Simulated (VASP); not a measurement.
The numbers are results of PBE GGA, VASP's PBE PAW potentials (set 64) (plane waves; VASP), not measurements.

The input files of a VASP run:

File POSCAR:
```
Fe
1
   -1.4350000000     1.4350000000     1.4350000000
    1.4350000000    -1.4350000000     1.4350000000
    1.4350000000     1.4350000000    -1.4350000000
Fe
1
Direct
  0.0000000000   0.0000000000   0.0000000000
```

### KPOINTS
```
Automatic mesh
0
Gamma
16 16 16
0 0 0
```

INCAR:
```
SYSTEM = Fe
PREC = Accurate; ENCUT = 480; LREAL = .FALSE.
LASPH = .TRUE.
EDIFF = 1E-6; NELM = 100; ALGO = Normal
LMAXMIX = 4
ISMEAR = 1; SIGMA = 0.1
GGA = PE
ISPIN = 2; MAGMOM = 2.5
IBRION = 2; NSW = 60; ISIF = 3
EDIFFG = -0.01
LWAVE = .FALSE.; LCHARG = .FALSE.; LORBIT = 10
```

POTCAR, in this order: Fe (PBE.64 set). Program: vasp_std.

What VASP printed:

**OSZICAR**
```
       N       E                     dE             d eps       ncg     rms          rms(c)
DAV:   1     0.148211735343E+02    0.14821E+02   -0.39485E+03  5452   0.101E+03
DAV:   2    -0.896550039091E+01   -0.23787E+02   -0.22282E+02  5251   0.126E+02
DAV:   3    -0.924260921213E+01   -0.27711E+00   -0.27607E+00  5897   0.187E+01
DAV:   4    -0.924391447888E+01   -0.13053E-02   -0.13052E-02  5738   0.120E+00
DAV:   5    -0.924392752757E+01   -0.13049E-04   -0.13049E-04  5663   0.107E-01    0.109E+01
DAV:   6    -0.833004068852E+01    0.91389E+00   -0.14081E+01  5516   0.591E+01    0.588E+00
DAV:   7    -0.823886563413E+01    0.91175E-01   -0.10050E+00  5500   0.153E+01    0.330E+00
DAV:   8    -0.823690592989E+01    0.19597E-02   -0.10076E-02  6443   0.896E-01    0.151E+00
DAV:   9    -0.822915741947E+01    0.77485E-02   -0.17537E-02  6644   0.123E+00    0.572E-01
DAV:  10    -0.822984204224E+01   -0.68462E-03   -0.13066E-04  6371   0.149E-01    0.481E-01
DAV:  11    -0.823105935006E+01   -0.12173E-02   -0.45390E-03  6428   0.749E-01    0.126E-01
DAV:  12    -0.823119925204E+01   -0.13990E-03   -0.10126E-04  6092   0.129E-01    0.551E-02
DAV:  13    -0.823121936217E+01   -0.20110E-04   -0.14640E-05  6057   0.386E-02    0.191E-02
DAV:  14    -0.823122049425E+01   -0.11321E-05   -0.43431E-06  3948   0.245E-02    0.494E-03
DAV:  15    -0.823122029271E+01    0.20153E-06   -0.29454E-07  2645   0.645E-03
   1 F= -.82312203E+01 E0= -.82313346E+01  d E =-.823122E+01  mag=     2.2748
       N       E                     dE             d eps       ncg     rms          rms(c)
DAV:   1    -0.864865459286E+01   -0.41743E+00   -0.90504E+00  5442   0.518E+01    0.631E+00
DAV:   2    -0.826324402178E+01    0.38541E+00   -0.37693E+00  5476   0.301E+01    0.505E+00
DAV:   3    -0.824048392104E+01    0.22760E-01   -0.18013E-01  5571   0.675E+00    0.198E+00
DAV:   4    -0.823670804629E+01    0.37759E-02   -0.22706E-03  5537   0.708E-01    0.386E-01
DAV:   5    -0.823353394030E+01    0.31741E-02   -0.54446E-03  5921   0.668E-01    0.696E-02
DAV:   6    -0.823357842252E+01   -0.44482E-04   -0.10744E-04  5577   0.128E-01    0.371E-02
DAV:   7    -0.823357875301E+01   -0.33049E-06   -0.11580E-05  5488   0.614E-02    0.182E-02
DAV:   8    -0.823357777093E+01    0.98207E-06   -0.12335E-06  4071   0.159E-02
   2 F= -.82335778E+01 E0= -.82335059E+01  d E =-.235748E-02  mag=     2.1193
       N       E                     dE             d eps       ncg     rms          rms(c)
DAV:   1    -0.833422197686E+01   -0.10064E+00   -0.20993E+00  5424   0.259E+01    0.305E+00
DAV:   2    -0.825170048958E+01    0.82521E-01   -0.10325E+00  5482   0.149E+01    0.264E+00
DAV:   3    -0.824195385277E+01    0.97466E-02   -0.64235E-02  5585   0.401E+00    0.968E-01
DAV:   4    -0.824106127151E+01    0.89258E-03   -0.71303E-04  5592   0.457E-01    0.207E-01
DAV:   5    -0.824031116187E+01    0.75011E-03   -0.11078E-03  5421   0.359E-01    0.416E-02
DAV:   6    -0.824031871795E+01   -0.75561E-05   -0.22006E-05  5469   0.694E-02    0.217E-02
DAV:   7    -0.824032019534E+01   -0.14774E-05   -0.24165E-06  3634   0.147E-02    0.803E-03
DAV:   8    -0.824032094409E+01   -0.74875E-06   -0.11206E-06  2667   0.135E-02
   3 F= -.82403209E+01 E0= -.82403690E+01  d E =-.910065E-02  mag=     2.2207
```

OUTCAR:
```
------------------------ aborting loop because EDIFF is reached ----------------------------------------
  FORCE on cell =-STRESS in cart. coord.  units (eV):
  Direction    XX          YY          ZZ          XY          YZ          ZX
  --------------------------------------------------------------------------------------
  Total       -0.0000194     -0.0000194     -0.0000194      0.0000000      0.0000000     -0.0000000
  in kB       -0.0027334     -0.0027334     -0.0027334      0.0000000      0.0000000     -0.0000000
  external PRESSURE =      -0.0027334 kB  Pullay stress =       0.0000000 kB
  volume of cell :       11.38
      direct lattice vectors                 reciprocal lattice vectors
    -1.416865521  1.416865521  1.416865521     0.000000000  0.352891642  0.352891642
     1.416865521 -1.416865521  1.416865521     0.352891642  0.000000000  0.352891642
     1.416865521  1.416865521 -1.416865521     0.352891642  0.352891642  0.000000000
 POSITION                                       TOTAL-FORCE (eV/Angst)
 -----------------------------------------------------------------------------------
      0.00000      0.00000      0.00000         0.000000      0.000000      0.000000
 -----------------------------------------------------------------------------------
    total drift:                                0.000000      0.000000      0.000000
  FREE ENERGIE OF THE ION-ELECTRON SYSTEM (eV)
  ---------------------------------------------------
  free  energy   TOTEN  =        -8.2403209441 eV

  energy  without entropy=       -8.2404650253  energy(sigma->0) =       -8.24036897

 total charge

# of ion       s       p       d       tot
------------------------------------------
    1        0.486   0.540   6.239   7.265

 magnetization (x)

# of ion       s       p       d       tot
------------------------------------------
    1       -0.013  -0.054   2.284   2.217

 reached required accuracy - stopping structural energy minimisation
```
(Selected blocks of OUTCAR.)

### CONTCAR
```
Fe
   1.00000000000000
    -1.4168655210474732    1.4168655210474732    1.4168655210474732
     1.4168655210474732   -1.4168655210474732    1.4168655210474732
     1.4168655210474732    1.4168655210474732   -1.4168655210474732
  Fe
     1
Direct
     0.0000000000000000    0.0000000000000000    0.0000000000000000
```

Energy and stress use the plane-wave basis of the starting cell.

The compound is Fe in the bcc structure. This run relaxes it. Symmetry was kept, so distortions that lower it aren't found.
